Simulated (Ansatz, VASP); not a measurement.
# Cross-check of Se (ladder Se chain) between VASP and Ansatz, part 2 of 2

One calculation is typed for both programs; each brings its own data sets. How far apart do they land? The structure shown is the start of the Ansatz relaxation below; VASP solves that cell, so the two are compared at the walk's first step. Other levels of theory on this material are compared in a session of their own.

VASP 6.6.1 and Ansatz 0.2.0.

So far: The structure; Ansatz: relaxation, RPBE.

In doubt: warnings of the run leave room for a lower electronic state (step 2), so energies may not be the lowest and differences between runs may mislead.

### 3. VASP: single point, RPBE, start cell

Level of this step: RPBE, zero-moment start; plane waves and PAW (Se) (VASP).

The same cell, functional, mesh and smearing now go to VASP, with its own data sets.

Lines of VASP's logs that name or quote its potential files are left out, and so is its time.

INCAR

```
SYSTEM = Se
PREC = Accurate
ENCUT = 400
EDIFF = 1E-06
NELM = 200
ISMEAR = -1
SIGMA = 0.05
LREAL = .FALSE.
ALGO = Normal
GGA = RP
NBANDS = 13
ISPIN = 2
MAGMOM = -0 -0
LORBIT = 11
LWAVE = .FALSE.
LCHARG = .FALSE.
ISIF = 2
LASPH = .TRUE.
GGA_COMPAT = .FALSE.
KPAR = 2
```

POSCAR

```
Se
1.0
    9.0000000000      0.0000000000      0.0000000000
    0.0000000000      7.5000000000      0.0000000000
    0.0000000000      0.0000000000      2.3484000000
Se
2
Direct
    0.3885333333      0.5000000000      0.0000000000
    0.6114666667      0.5000000000      0.5000000000
```

KPOINTS

```
Automatic mesh
0
Gamma
1 1 35
0 0 0
```

PAW data sets: Se (PBE family, release 64).

Started as:

```
> mpirun -np 2 vasp_std
```

Numbers of over 12 decimals in the logs are rounded to 6 here.

What it wrote:

```text
[banner, memory and clock lines left out]
running    2 mpi-ranks, on    1 nodes
 distrk:  each k-point on    1 cores,    2 groups
 distr:  one band on    1 cores,    1 groups

 POSCAR found type information on POSCAR Se
 POSCAR found :  1 types and       2 ions
|                                                                             |
|               ----> ADVICE to this user running VASP <----                  |
|                                                                             |
|     You enforced a specific xc type in the INCAR file but a different       |
|     [... a line on the potential file left out ...]
|     I HOPE YOU KNOW WHAT YOU ARE DOING!                                     |
|                                                                             |

 LDA part: xc-table for (Slater+PW92), standard interpolation
 POSCAR, INCAR and KPOINTS ok, starting setup
 FFT: planning ... GRIDC
 FFT: planning ... GRID_SOFT
 FFT: planning ... GRID
 WAVECAR not read
 entering main loop
       N       E                     dE             d eps       ncg     rms          rms(c)
DAV:   1     0.764216828920E+02    0.76422E+02   -0.36050E+03   936   0.542E+02
DAV:   2     0.365112720289E+01   -0.72771E+02   -0.62711E+02  1457   0.108E+02
DAV:   3    -0.339802594342E+01   -0.70492E+01   -0.69986E+01  1214   0.432E+01
DAV:   4    -0.350508895537E+01   -0.10706E+00   -0.10700E+00  1186   0.615E+00
DAV:   5    -0.350667641441E+01   -0.15875E-02   -0.15874E-02  1250   0.691E-01    0.934E+00
DAV:   6    -0.344092495744E+01    0.65751E-01   -0.41921E-02  1126   0.101E+00    0.562E+00
DAV:   7    -0.340382161183E+01    0.37103E-01   -0.87396E-02  1128   0.149E+00    0.295E-01
DAV:   8    -0.340007509828E+01    0.37465E-02   -0.36616E-03  1006   0.329E-01    0.915E-02
DAV:   9    -0.339842419583E+01    0.16509E-02   -0.69937E-04  1091   0.150E-01    0.566E-02
DAV:  10    -0.339757235590E+01    0.85184E-03   -0.59539E-04  1026   0.133E-01    0.387E-02
DAV:  11    -0.339750236871E+01    0.69987E-04   -0.20731E-04   936   0.103E-01    0.225E-02
DAV:  12    -0.339768744845E+01   -0.18508E-03   -0.80276E-05   946   0.599E-02    0.114E-02
DAV:  13    -0.339795975121E+01   -0.27230E-03   -0.78739E-05   972   0.537E-02    0.890E-03
DAV:  14    -0.339808878446E+01   -0.12903E-03   -0.19306E-05   992   0.228E-02    0.392E-03
DAV:  15    -0.339811919272E+01   -0.30408E-04   -0.27506E-06   996   0.999E-03    0.274E-03
DAV:  16    -0.339812454213E+01   -0.53494E-05   -0.87190E-07   973   0.617E-03    0.748E-04
DAV:  17    -0.339812609045E+01   -0.15483E-05   -0.34856E-07   908   0.427E-03    0.429E-04
DAV:  18    -0.339812618533E+01   -0.94875E-07   -0.11602E-07   913   0.248E-03
   1 F= -.33981262E+01 E0= -.33908219E+01  d E =-.146087E-01  mag=    -0.0000
```

From OUTCAR (step 3):

```text
ion  position               nearest neighbor table
   1  0.389  0.500  0.000-   2 2.32   2 2.32
   2  0.611  0.500  0.500-   1 2.32   1 2.32

  LATTYP: Found a simple orthorhombic cell.
 ALAT       =     2.3484000000
 B/A-ratio  =     3.1936637711
 C/A-ratio  =     3.8323965253

 Subroutine GETGRP returns: Found  8 space group operations
 (whereof  4 operations were pure point group operations)

The static configuration has the point symmetry C_2v.
 The point group associated with its full space group is D_2h.

 Found     18 irreducible k-points:

   k-points           NKPTS =     18   k-points in BZ     NKDIM =     18   number of bands    NBANDS=     13

   dimension x,y,z NGX =    60 NGY =   50 NGZ =   16
   dimension x,y,z NGXF=   120 NGYF=  100 NGZF=   32

   ENCUT  =  400.0 eV  29.40 Ry    5.42 a.u.  14.68 12.23  3.83*2*pi/ulx,y,z

   NELECT =      12.0000    total number of electrons

 k-points in reciprocal lattice and weights: Automatic mesh
   0.00000000  0.00000000  0.00000000       0.029
   0.00000000  0.00000000  0.02857143       0.057
   0.00000000  0.00000000  0.05714286       0.057
   0.00000000  0.00000000  0.08571429       0.057
   0.00000000  0.00000000  0.11428571       0.057
   0.00000000  0.00000000  0.14285714       0.057
   0.00000000  0.00000000  0.17142857       0.057
   0.00000000  0.00000000  0.20000000       0.057
   0.00000000  0.00000000  0.22857143       0.057
[...]
0.00000000  0.00000000  0.45714286       0.057
   0.00000000  0.00000000  0.48571429       0.057

 average (electrostatic) potential at core
       1 -61.1402       2 -61.1402

 E-fermi :  -1.4419

 spin component 1
 k-point     1 :       0.0000    0.0000    0.0000
  band No.  band energies     occupation
      1     -20.4530      1.00000
      2     -15.7487      1.00000
      3      -8.2738      1.00000
      4      -7.4667      1.00000
      5      -4.0781      1.00000
      6      -0.6175      0.00000
      7       1.0914      0.00000
      8       2.1218      0.00000
      9       3.1933      0.00000
     10       3.3515      0.00000
    ...

 k-point     2 :       0.0000    0.0000    0.0286
  band No.  band energies     occupation
      1     -20.4308      1.00000
      2     -15.7276      1.00000
      3      -8.2522      1.00000
      4      -7.4452      1.00000
      5      -4.0583      1.00000
      6      -0.6001      0.00000
      7       1.1131      0.00000
      8       2.1437      0.00000
      9       3.2153      0.00000
     10       3.3485      0.00000
    ...

 k-point     3 :       0.0000    0.0000    0.0571
  band No.  band energies     occupation
      1     -20.3645      1.00000
      2     -15.6643      1.00000
      3      -8.1873      1.00000
      4      -7.3808      1.00000
      5      -3.9988      1.00000
      6      -0.5485      0.00000
      7       1.1782      0.00000
      8       2.2090      0.00000
      9       2.8318      0.00000
     10       3.2813      0.00000
    ...

 k-point     4 :       0.0000    0.0000    0.0857
  band No.  band energies     occupation
      1     -20.2539      1.00000
      2     -15.5589      1.00000
      3      -8.0795      1.00000
      4      -7.2736      1.00000
      5      -3.9003      1.00000
      6      -0.4656      0.00000
      7       1.2862      0.00000
      8       1.7774      0.00000
      9       2.3172      0.00000
     10       3.3912      0.00000
    ...

 k-point     5 :       0.0000    0.0000    0.1143
  band No.  band energies     occupation
      1     -20.0991      1.00000
      2     -15.4115      1.00000
      3      -7.9292      1.00000
      4      -7.1240      1.00000
      5      -3.7637      1.00000
      6      -0.3679      0.00000
      7       0.6347      0.00000
      8       1.4362      0.00000
      9       2.4664      0.00000
     10       3.5450      0.00000
    ...

 k-point     6 :       0.0000    0.0000    0.1429
  band No.  band energies     occupation
      1     -19.9000      1.00000
      2     -15.2222      1.00000
      3      -7.7372      1.00000
      4      -6.9325      1.00000
      5      -3.5902      1.00000
      6      -0.6895      0.00000
      7      -0.0905      0.00000
      8       1.6240      0.00000
      9       2.6442      0.00000
     10       3.6986      0.00000
    ...

  Total        8.6948144      0.1313533     20.3891134      0.0000000      0.0000000      0.0000000
  in kB       87.8810127      1.3276258    206.0786871      0.0000000      0.0000000      0.0000000
  external PRESSURE =      98.4291085 kB  Pullay stress =       0.0000000 kB

  energy-cutoff  :      400.00
  volume of cell :      158.52
      direct lattice vectors                 reciprocal lattice vectors
     9.000000000  0.000000000  0.000000000     0.111111111  0.000000000  0.000000000
     0.000000000  7.500000000  0.000000000     0.000000000  0.133333333  0.000000000
     0.000000000  0.000000000  2.348400000     0.000000000  0.000000000  0.425821836

 POSITION                                       TOTAL-FORCE (eV/Angst)
 -----------------------------------------------------------------------------------
      3.49680      3.75000      0.00000        -4.363983      0.000000      0.000000
      5.50320      3.75000      1.17420         4.363983      0.000000      0.000000
 -----------------------------------------------------------------------------------
    total drift:                                0.000000      0.000000     -0.000000

  FREE ENERGIE OF THE ION-ELECTRON SYSTEM (eV)
  ---------------------------------------------------
  free  energy   TOTEN  =        -3.3981261853 eV

  energy  without entropy=       -3.3835175205  energy(sigma->0) =       -3.39082185

 total charge
# of ion       s       p       d       tot
------------------------------------------
    1        1.521   2.295   0.144   3.959
    2        1.521   2.295   0.144   3.959
--------------------------------------------------
tot          3.041   4.590   0.288   7.919

 magnetization (x)
# of ion       s       p       d       tot
------------------------------------------
    1        0.000  -0.000  -0.000  -0.000
    2        0.000  -0.000  -0.000  -0.000
--------------------------------------------------
tot          0.000  -0.000  -0.000  -0.000

[... 6 further parts left out ...]
```

### 4. Differences

Known differences besides the potentials themselves: the data sets hold 32 valence electrons in Ansatz (on its default PAW (the set named soft_2) files) and 12 in VASP; the cutoff is 420 eV in Ansatz and 400 eV in VASP; Ansatz makes its cores anew for this functional, VASP keeps those of its PBE data sets. Total energies have different zeros and are not compared.

Forces (eV/Å; atoms numbered as in POSCAR):

```tsv
atom	Ansatz x, y, z	VASP x, y, z
Se1	-4.289, 0.000, 0.000	-4.364, 0.000, 0.000
Se2	4.289, 0.000, 0.000	4.364, 0.000, 0.000
```

The forces differ by 43 meV/Å r.m.s., which is 1.7 % of the r.m.s. force of 2.520 eV/Å (both taken over all components). Moments aren't recorded for both runs of this pair, so they may hold unlike magnetic states.

### 5. Ansatz: relaxation, r2SCAN

The two programs are compared at the cell with which this relaxation starts, whose forces are those of its first step.

The structure compared here is the start of the Ansatz relaxation; VASP solves that cell, so the two are compared at the walk's first step.

input.yaml

```yaml
crystal:
  lattice:
    - [9.0, 0.0, 0.0]
    - [0.0, 7.5, 0.0]
    - [0.0, 0.0, 2.3484]
  atoms:
    - { symbol: Se, position: [0.388533333, 0.5, 0.0], spin: 0.3 }
    - { symbol: Se, position: [0.611466667, 0.5, 0.5], spin: 0.3 }
magnetization:
  spin_polarized: true
kpoints:
  mp_grid: { grid: [1, 1, 35] }
scf:
  occupations: { method: fermi_dirac, width: 0.05 }
hamiltonian:
  xc: r2scan
relax:
  cell: { fix: [a, b, alpha, beta, gamma] }
  max_steps: 60
```

Started as:

```
> ansatz run input.yaml --threads 4 --pin off --max-ram 8192MiB --backend cpu --events-out ev --progress --plain --runs-dir out
```

What it wrote:

```text
[...]
Crystal: 2 atoms, lattice volume = 158.517 Å³
Basis set: ecut = 500 eV, 4035 PW (Γ), exchange–correlation on 288×240×72 points (64 copies of the dense FFT grid, shifted against one another)
Bands: 21, of which v1, the nominal top of the filled ones, is band 16 counted from 1 (15 counted from 0)
Symmetry: 8 space group operations
[...]
0.000000       0.124295       0.000000
       -0.000000       0.000000      -0.042150
  P = ⅓ Tr σ = 0.0075 GPa (0.075 kbar)
--- Relaxed structure (8 steps of the walk, 7 accepted, 1 SCFs on fresh bases) ---
[...]
cell:  # Å, volume = 184.0166 Å³
    - [9.0, 0, 0]
    - [0, 7.5, 0]
    - [0, 0, 2.726171]
  atoms:
    - { symbol: Se, position: [0.378868, 0.500000, 0] }
    - { symbol: Se, position: [0.621132, 0.500000, 0.5] }
[key lines of the parts left out:]
SCF converged after 12 iterations
Magnetization: -0.4506 μB (15.7747 up, 16.2253 down)
Free energy (F): -10954.505066 eV
Fermi energy:    -1.896040 eV
```

### 6. VASP: single point, r2SCAN, start cell

The same cell, functional, mesh and smearing now go to VASP, with its own data sets.

INCAR

```
SYSTEM = Se
PREC = Accurate
ENCUT = 440
EDIFF = 1E-06
NELM = 200
ISMEAR = -1
SIGMA = 0.05
LREAL = .FALSE.
ALGO = Normal
METAGGA = R2SCAN
LASPH = .TRUE.
NBANDS = 14
ISPIN = 2
MAGMOM = -0.15 -0.15
LORBIT = 11
LWAVE = .FALSE.
LCHARG = .FALSE.
ISIF = 2
GGA_COMPAT = .FALSE.
LMIXTAU = .TRUE.
KPAR = 2
```

POSCAR is that of step 3.

KPOINTS is that of step 3.

Started as:

```
> mpirun -np 2 vasp_std
```

What it wrote:

```text
[banner, memory and clock lines left out]
running    2 mpi-ranks, on    1 nodes
[...]
[... a notice as in an earlier step ...]

 LDA part: xc-table for (None), standard interpolation
 POSCAR, INCAR and KPOINTS ok, starting setup
[...]
entering main loop
       N       E                     dE             d eps       ncg     rms          rms(c)
DAV:   1     0.568801853108E+02    0.56880E+02   -0.35851E+03  1008   0.517E+02
DAV:   2    -0.201225226602E+02   -0.77003E+02   -0.65286E+02  1498   0.109E+02
DAV:   3    -0.276187317664E+02   -0.74962E+01   -0.74103E+01  1316   0.434E+01
DAV:   4    -0.277251178393E+02   -0.10639E+00   -0.10630E+00  1246   0.587E+00
[...]
DAV:  27    -0.253965161950E+02   -0.23007E-03   -0.10846E-04  1008   0.666E-02    0.224E-03
DAV:  28    -0.253965298157E+02   -0.13621E-04   -0.14001E-05  1078   0.262E-02    0.165E-03
DAV:  29    -0.253965295898E+02    0.22587E-06   -0.57371E-06  1008   0.158E-02
   1 F= -.25396530E+02 E0= -.25389535E+02  d E =-.139901E-01  mag=    -0.0012
```

From OUTCAR (step 6):

```text
  Total        7.7922541      0.0990007     19.2603500      0.0000000      0.0000000      0.0000000
  in kB       78.7585744      1.0006291    194.6699476      0.0000000      0.0000000      0.0000000
  external PRESSURE =      91.4763837 kB  Pullay stress =       0.0000000 kB

 POSITION                                       TOTAL-FORCE (eV/Angst)
 -----------------------------------------------------------------------------------
      3.49680      3.75000      0.00000        -3.909938      0.000000      0.000000
      5.50320      3.75000      1.17420         3.909938      0.000000      0.000000
 -----------------------------------------------------------------------------------
    total drift:                               -0.000000     -0.000000     -0.000000

  FREE ENERGIE OF THE ION-ELECTRON SYSTEM (eV)
  ---------------------------------------------------
  free  energy   TOTEN  =       -25.3965295898 eV

  energy  without entropy=      -25.3825395071  energy(sigma->0) =      -25.38953455

 magnetization (x)
# of ion       s       p       d       tot
------------------------------------------
    1       -0.000  -0.001   0.000  -0.001
    2       -0.000  -0.001   0.000  -0.001
--------------------------------------------------
tot         -0.000  -0.002   0.000  -0.002

[... 3 further parts left out ...]
[key lines of the parts left out:]
E-fermi :  -1.6970
```

### 7. Differences

What differs besides the data sets and the points named for the pairs above, as far as they apply: VASP starts from the moments at which Ansatz ended; VASP keeps PBE cores, Ansatz makes them for the functional; the data sets hold 32 valence electrons in Ansatz (on its default PAW (the set named soft_2) files) and 12 in VASP; the cutoff is 500 eV in Ansatz and 440 eV in VASP. Total energies have different zeros and are not compared.

Forces (eV/Å; atoms numbered as in POSCAR):

```tsv
atom	Ansatz x, y, z	VASP x, y, z
Se1	-3.861, 0.000, 0.000	-3.910, 0.000, 0.000
Se2	3.861, 0.000, 0.000	3.910, 0.000, 0.000
```

The forces differ by 28 meV/Å r.m.s., which is 1.2 % of the r.m.s. force of 2.257 eV/Å (both taken over all components). Moments aren't recorded for both runs of this pair, so they may hold unlike magnetic states.

### 8. Outcome

| Item | Value |
| --- | --- |
| r.m.s. force difference (single point, RPBE, start cell) | 1.7 % of the r.m.s. force |
| r.m.s. force difference (single point, r2SCAN, start cell) | 1.2 % of the r.m.s. force |

The r.m.s. force difference is 1.7 % of the r.m.s. force (single point, RPBE, start cell), within the 3 % picked in this series as the mark of a large difference. The data sets hold unlike numbers of valence electrons (32 in Ansatz and 12 in VASP), so part of the differences may come from the potentials. 8 further pairs of this series are not shown here. How closely two codes agree says nothing of how well the functional describes the real material.

[Lines on the potential files, build, host, timing and source positions are cut from VASP's logs without a mark.]

[Logs are printed without paths, hosts, clocks, repeated set-up lines and the standing remarks that a program may print on its own settings, such as how far it seeks lower states.]

[Hosts, paths, dates, database ids (printed as entryN), source tags and the programs' standing remarks are cut or masked in the printed files.]
